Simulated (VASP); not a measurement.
# Rb3HSe2S8 (P1) in VASP: single point with r2SCAN

Aim: the single point of Rb3HSe2S8 with r2SCAN.

All numbers are computed with VASP 6.6.1; they aren't measurements. Logs are shortened: lines on timing, memory, paths and dates and some standing lists are left out, and cuts for length are marked.

### Step 1. The structure

The typed cell holds 14 atoms: a = 7.028 Å, b = 6.939 Å, c = 9.426 Å, α = 70.11°, β = 70.75°, γ = 60.16°.

The cell was built by a generator and needn't be a form met in nature.

### Step 2. Single point, r2SCAN

Contents of POSCAR:

```
Rb3HSe2S8
1.0
    6.0687724300      3.5442025500     -0.0059381200
    6.0170344400     -3.4558990800     -0.0514435500
    3.6072732800     -0.0295867500     -8.7087157100
Rb Se S H
3 2 8 1
Direct
    0.0074580000      0.9941850000      0.9947680000
    0.1980160000      0.1947350000      0.3916970000
    0.7972120000      0.8144350000      0.6109940000
    0.4367770000      0.4139370000      0.7610790000
    0.5782220000      0.5798860000      0.2263060000
    0.6991550000      0.2865790000      0.3057560000
    0.7302650000      0.3085920000      0.6891160000
    0.3048410000      0.7285150000      0.6935410000
    0.2653710000      0.7171360000      0.3085270000
    0.3857890000      0.4049370000      0.9743240000
    0.6161120000      0.6037450000      0.0169570000
    0.2903410000      0.2781650000      0.7388240000
    0.7200980000      0.7237230000      0.2596730000
    0.5108100000      0.4955670000      0.9893270000
```

Contents of INCAR.step1:

```
  PREC = Accurate
  ENCUT = 520
  ISMEAR = -1
  SIGMA = 0.1
  LREAL = False
  LASPH = True
  NELM = 100
  NBANDS = 57
  GGA = PE
  ALGO = Normal
  EDIFF = 1E-4
  LWAVE = True
  LCHARG = False
```

Contents of INCAR.step2:

```
  PREC = Accurate
  ENCUT = 520
  EDIFF = 1E-6
  ISMEAR = -1
  SIGMA = 0.1
  LREAL = False
  LASPH = True
  NELM = 100
  ALGO = Normal
  ISIF = 2
  LWAVE = False
  LCHARG = False
  METAGGA = R2SCAN
  LMIXTAU = True
  NBANDS = 57
  ISTART = 1
```

Contents of KPOINTS:

```
Automatic mesh
0
Gamma
  3 3 2
  0.5 0.5 0.5
```

Potentials or basis: VASP PAW PBE potentials, release 64 (Rb_sv, Se, S, H).

Run with:

```console
$ cat potpaw_PBE.64/Rb_sv/POTCAR potpaw_PBE.64/Se/POTCAR potpaw_PBE.64/S/POTCAR potpaw_PBE.64/H/POTCAR > POTCAR
$ cp INCAR.step1 INCAR
$ mpirun -np 1 vasp_std > vasp.out
$ cp INCAR.step2 INCAR
$ mpirun -np 1 vasp_std > vasp.out
```

OUTCAR:

```text
PREC = Accurate
   ENCUT = 520
   EDIFF = 1E-6
   ISMEAR = -1
   LREAL = False
   LASPH = True
   NELM = 100
   ISIF = 2
   METAGGA = R2SCAN
   ISTART = 1

 ion  position               nearest neighbor table
   1  0.007  0.994  0.995-  13 3.33  12 3.34   8 3.41   9 3.45   7 3.47   6 3.59  10 3.63  11 3.76
                            11 3.79  10 3.88   3 5.03   2 5.14   2 5.24   2 5.32   3 5.33   3 5.36
   2  0.198  0.195  0.392-   9 3.43   8 3.44   7 3.48   6 3.56   6 3.67   9 3.68  13 3.68  13 3.70
                            10 3.73  12 3.81   5 4.27   5 4.27   3 4.36   3 4.47   3 4.57   1 5.14
   3  0.797  0.814  0.611-   6 3.48   9 3.51   7 3.52   7 3.57  12 3.59   8 3.59   8 3.62  11 3.64
                            12 3.77  13 3.82   4 4.11   4 4.26   2 4.36   2 4.47   2 4.57   1 5.03
   4  0.437  0.414  0.761-   7 1.78  12 1.80   8 1.86  10 1.91   3 4.11   3 4.26
   5  0.578  0.580  0.226-   6 1.76  11 1.86  13 1.87   9 1.91   2 4.27   2 4.27
   6  0.699  0.287  0.306-   5 1.76   3 3.48   2 3.56   1 3.59   2 3.67
   7  0.730  0.309  0.689-   4 1.78   1 3.47   2 3.48   3 3.52   3 3.57
   8  0.305  0.729  0.694-   4 1.86   1 3.41   2 3.44   3 3.59   3 3.62
   9  0.265  0.717  0.309-   5 1.91   2 3.43   1 3.45   3 3.51   2 3.68
  10  0.386  0.405  0.974-  14 1.37   4 1.91  11 2.78   1 3.63   2 3.73   1 3.88
  11  0.616  0.604  0.017-  14 1.41   5 1.86  10 2.78   3 3.64   1 3.76   1 3.79
  12  0.290  0.278  0.739-   4 1.80   1 3.34   3 3.59   3 3.77   2 3.81
  13  0.720  0.724  0.260-   5 1.87   1 3.33   2 3.68   2 3.70   3 3.82
  14  0.511  0.496  0.989-  10 1.37  11 1.41

  LATTYP: Found a triclinic cell.
 ALAT       =     6.9390624973
 B/A-ratio  =     1.0088453204
 C/A-ratio  =     1.3584391776
 COS(alpha) =     0.0063158405
 COS(beta)  =     0.3402455925
 COS(gamma) =     0.4916508719

  Lattice vectors:

 A1 = (   6.0170344400,  -3.4558990800,  -0.0514435500)
 A2 = (  -0.0517379900,  -7.0001016300,  -0.0455054300)
 A3 = (   3.6072732800,  -0.0295867500,  -8.7087157100)

Analysis of symmetry for initial positions (statically):
=====================================================================
 Subroutine PRICEL returns:
 Original cell was already a primitive cell.

 Routine SETGRP: Setting up the symmetry group for a
 triclinic supercell.

 Subroutine GETGRP returns: Found  1 space group operations
 (whereof  1 operations were pure point group operations)
 out of a pool of  2 trial point group operations.

The static configuration has the point symmetry C_1 .

Analysis of symmetry for dynamics (positions and initial velocities):
=====================================================================
 Subroutine PRICEL returns:
 Original cell was already a primitive cell.

 Routine SETGRP: Setting up the symmetry group for a
 triclinic supercell.

 Subroutine GETGRP returns: Found  1 space group operations
 (whereof  1 operations were pure point group operations)
 out of a pool of  2 trial point group operations.

The dynamic configuration has the point symmetry C_1 .

 Subroutine INISYM returns: Found  1 space group operations
 (whereof  1 operations are pure point group operations),
 and found     1 'primitive' translations

----------------------------------------------------------------------------------------

                                     Primitive cell

  volume of cell :     367.6270

  direct lattice vectors                    reciprocal lattice vectors
     6.068772430  3.544202550 -0.005938120     0.081862641  0.142032727  0.033426126
     6.017034440 -3.455899080 -0.051443550     0.083959079 -0.143704861  0.035265258
     3.607273280 -0.029586750 -8.708715710    -0.000551776  0.000752038 -0.115058602

  length of vectors
     7.027901948  6.939062497  9.426294352     0.167308378  0.170128929  0.115062383

  position of ions in fractional coordinates (direct lattice)
     0.007458000  0.994185000  0.994768000
     0.198016000  0.194735000  0.391697000
     0.797212000  0.814435000  0.610994000
     0.436777000  0.413937000  0.761079000
     0.578222000  0.579886000  0.226306000
     0.699155000  0.286579000  0.305756000
     0.730265000  0.308592000  0.689116000
     0.304841000  0.728515000  0.693541000
     0.265371000  0.717136000  0.308527000
     0.385789000  0.404937000  0.974324000
     0.616112000  0.603745000  0.016957000
     0.290341000  0.278165000  0.738824000
     0.720098000  0.723723000  0.259673000
     0.510810000  0.495567000  0.989327000

[... 34 lines left out ...]

  Shift w.r.t. Gamma in fractional coordinates (k-lattice)
     0.500000000  0.500000000  0.500000000

 Subroutine IBZKPT returns following result:
 ===========================================

 Found      9 irreducible k-points:

 Following reciprocal coordinates:
            Coordinates               Weight
  0.166667  0.166667  0.250000      2.000000
  0.500000  0.166667  0.250000      2.000000
 -0.166667  0.166667  0.250000      2.000000
  0.166667  0.500000  0.250000      2.000000
  0.500000  0.500000  0.250000      2.000000
 -0.166667  0.500000  0.250000      2.000000
  0.166667 -0.166667  0.250000      2.000000
  0.500000 -0.166667  0.250000      2.000000
 -0.166667 -0.166667  0.250000      2.000000
   k-points           NKPTS =      9   k-points in BZ     NKDIM =      9   number of bands    NBANDS=     57
   number of dos      NEDOS =    301   number of ions     NIONS =     14
   total plane-waves  NPLWV = 204120
   dimension x,y,z NGX =    54 NGY =   54 NGZ =   70
   dimension x,y,z NGXF=   108 NGYF=  108 NGZF=  140
   ions per type =               3   2   8   1
   NGX,Y,Z   is equivalent  to a cutoff of  12.77, 12.94, 12.35 a.u.
   NGXF,Y,Z  is equivalent  to a cutoff of  25.55, 25.87, 24.69 a.u.
 SYSTEM =  unknown system
   PREC   = accura    normal or accurate (medium, high low for compatibility)
   ISTART =      1    job   : 0-new  1-cont  2-samecut
   ICHARG =      0    charge: 1-file 2-atom 10-const
   ISPIN  =      1    spin polarized calculation?
   LNONCOLLINEAR =      F non collinear calculations
   LSORBIT =      F    spin-orbit coupling
   LASPH  =      T    aspherical Exc in radial PAW
   ENCUT  =  520.0 eV  38.22 Ry    6.18 a.u.  13.07 12.90 17.53*2*pi/ulx,y,z
   NELM   =    100;   NELMIN=  2; NELMDL=  0     # of ELM steps
   EDIFF  = 0.1E-05   stopping-criterion for ELM
   LREAL  =      F    real-space projection
   EDIFFG = 0.1E-04   stopping-criterion for IOM
   NSW    =      0    number of steps for IOM
   IBRION =     -1    ionic relax: 0-MD 1-quasi-New 2-CG
   NFREE  =      0    steps in history (QN), initial steepest desc. (CG)
   ISIF   =      2    stress and relaxation
   ISYM   =      2    0-nonsym 1-usesym 2-fastsym
   POTIM  = 0.5000    time-step for ionic-motion
   TEBEG  =    0.0;   TEEND  =   0.0 temperature during run
   PSTRESS=    0.0 pullay stress
   NELECT =      88.0000    total number of electrons
   NUPDOWN=      -1.0000    fix difference up-down
   EMIN   =  10.00;   EMAX   =-10.00  energy-range for DOS
   EFERMI =   0.00;   METHOD = LEGACY
   ISMEAR =    -1;   SIGMA  =   0.10  broadening in eV -4-tet -1-fermi 0-gaus
   EFERMI_NEDOS =   21; number of points for ismear=-14 and -15
   IALGO  =     38    algorithm
   IMIX   =      4    mixing-type and parameters
     AMIX     =   0.40;   BMIX     =  1.00
     AMIX_MAG =   1.60;   BMIX_MAG =  1.00
  volume/ion in A,a.u.               =      26.26       177.20
  Fermi-wavevector in a.u.,A,eV,Ry     =   1.016482  1.920873 14.058038  1.033237
  Thomas-Fermi vector in A             =   2.149829
   LORBIT       =      0    0 simple, 1 ext, 2 COOP (PROOUT), +10 PAW based schemes
   METAGGA = R2SCAN    functional components
   LHFCALC =     F    Hartree Fock is set to
   AEXX    =    0.0000 exact exchange contribution
   IVDW    =     0    specifies the selected vdW correction
   LEPSILON=     F    determine dielectric tensor
   LRPA    =     F    only Hartree local field effects (RPA)
 non-spin polarized calculation
  energy-cutoff  :      520.00
  volume of cell :      367.63
 maximum number of plane-waves:      9925
 NGX is ok and might be reduce to    54
   NGX = 27   NGY = 25   NGZ = 35

 number of electron      87.9999998 magnetization

 Free energy of the ion-electron system (eV)
  ---------------------------------------------------
  ext. energy  EPLUGINS =         0.00000000
  ---------------------------------------------------
  free energy    TOTEN  =      -129.64492097 eV

  energy without entropy =     -129.64492023  energy(sigma->0) =     -129.64492060

 E-fermi :   3.0728     XC(G=0):  -8.4936

 val. band max:        1.4785157208   @ k =   0.1667   0.1667   0.2500
 cond. band min:       4.5246419088   @ k =   0.1667   0.1667   0.2500
 fundamental gap:      3.0461261880
 Fermi energy:         3.0728348912

 k-point     1 :       0.1667    0.1667    0.2500
  band No.  band energies     occupation
      1     -25.7216      2.00000
      2     -25.5785      2.00000
      3     -25.2682      2.00000
      4     -19.7752      2.00000
      5     -19.4570      2.00000
      6     -14.0124      2.00000
[... 520 lines left out ...]
     55       7.6202      0.00000
     56       7.9219      0.00000
 [bands above 56 left out]

------------------------ aborting loop because EDIFF is reached ----------------------------------------

  FORCE on cell =-STRESS in cart. coord.  units (eV):
  Direction    XX          YY          ZZ          XY          YZ          ZX
  --------------------------------------------------------------------------------------
  -------------------------------------------------------------------------------------
  Total       73.5340741     60.4056864     52.6601185     -1.9415449     -2.4634251      1.0623443
  in kB      320.4732311    263.2576221    229.5012011     -8.4615624    -10.7359998      4.6298659
  external PRESSURE =     271.0773514 kB  Pullay stress =       0.0000000 kB

 VOLUME and BASIS-vectors are now :
 -----------------------------------------------------------------------------
  energy-cutoff  :      520.00
  volume of cell :      367.63
      direct lattice vectors                 reciprocal lattice vectors
     6.068772430  3.544202550 -0.005938120     0.081862641  0.142032727  0.033426126
     6.017034440 -3.455899080 -0.051443550     0.083959079 -0.143704861  0.035265258
     3.607273280 -0.029586750 -8.708715710    -0.000551776  0.000752038 -0.115058602

 POSITION                                       TOTAL-FORCE (eV/Angst)
 -----------------------------------------------------------------------------------
      9.61571     -3.43880     -8.71434        -0.019850      0.005527     -0.129438
      3.78640      0.01724     -3.42237         0.105977      0.016811      0.259746
     11.94260     -0.00720     -5.36760        -0.049934      0.067967     -0.112315
      7.88679      0.09498     -6.65191         0.331770     -3.338063     -1.900123
      7.81464      0.03861     -2.00410         3.091383     -7.091435      0.232561
      7.07031      1.47851     -2.68164        -7.453559     14.085921     -6.877648
      8.77445      1.50136     -6.02153         7.070871     12.416047      5.430573
      8.73530     -1.45778     -6.07914         4.636309     -9.137481      4.088472
      7.03845     -1.54695     -2.72534        -3.358063     -6.652436     -2.728678
      8.29244     -0.06093     -8.50823        -3.924830     -0.384489     -9.134071
      7.43297      0.09664     -0.18239         3.593985     -0.003093     10.312992
      6.10088      0.04586     -6.45024       -13.195471     -0.020721      1.871243
      9.66149      0.04338     -2.30293         9.253343     -0.165913     -1.402269
      9.65061      0.06851     -8.64429        -0.081931      0.201359      0.088955
 -----------------------------------------------------------------------------------
    total drift:                                0.000050     -0.000079      0.000499

  FREE ENERGIE OF THE ION-ELECTRON SYSTEM (eV)
  ---------------------------------------------------
  free  energy   TOTEN  =      -129.6449209658 eV

  energy  without entropy=     -129.6449202341  energy(sigma->0) =     -129.64492060
```

Wall time 8.4 min (1 thread of Intel Xeon 6975P-C (Granite Rapids), shared host); peak memory 0.6 GiB.

What came out:

* Free energy: -129.6449 eV
* Pressure: 27.1 GPa
* Largest force: 17.357 eV/Å
* Band gap on the k mesh: 3.05 eV, direct

Forces on the atoms (eV/Å):
```
Rb   -0.020   0.006  -0.129
Rb    0.106   0.017   0.260
Rb   -0.050   0.068  -0.112
Se    0.332  -3.338  -1.900
Se    3.091  -7.091   0.233
S    -7.454  14.086  -6.878
S     7.071  12.416   5.431
S     4.636  -9.137   4.088
S    -3.358  -6.652  -2.729
S    -3.925  -0.384  -9.134
S     3.594  -0.003  10.313
S   -13.195  -0.021   1.871
S     9.253  -0.166  -1.402
H    -0.082   0.201   0.089
```

Stress tensor (GPa, compression positive):
```
32.05 -0.85  0.46
-0.85 26.33 -1.07
 0.46 -1.07 22.95
```

Caveat: so large a pressure means that the cell lies far from this level's equilibrium, or that cutoff or potentials fall short; the potentials were made for another functional, which shifts forces and pressure. r2SCAN opens gaps a little over a GGA but as a rule still falls short of measured ones.
